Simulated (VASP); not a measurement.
Here is the system:

```xyz
2
Lattice="1.7582 1.0151 3.0091 -1.7582 1.0151 3.0091 0.0000 -2.0301 3.0091" Properties=species:S:1:pos:R:3 pbc="T T T"
Pb     0.0000     0.0000     6.8824
O      0.0000     0.0000     2.1449
```

Computed with PBE GGA, VASP's PBE PAW potentials (set 64) (plane waves; VASP). Run with 400 eV cut-off, 9×9×9 Γ-centred mesh, Gaussian smearing of 0.20 eV, potentials Pb_d O.

At this cut-off the stress carries a Pulay error, which pulls relaxed volumes low.

Task: Which forces act on the atoms, in eV/Å?

Result: 
```tsv
atom	Fx	Fy	Fz
Pb1	0.000	0.000	-0.129
O2	0.000	0.000	0.129
```

Task: Give the stress tensor in GPa (positive for a compressed cell).

Result: 
```
13.15   0.00   0.00
 0.00  13.15   0.00
 0.00   0.00  11.59
```
The pressure is its mean diagonal, 12.63 GPa.

The structure was generated: PbO was put into an ordered model structure, which need not be its known phase. The cell was not relaxed at this level.
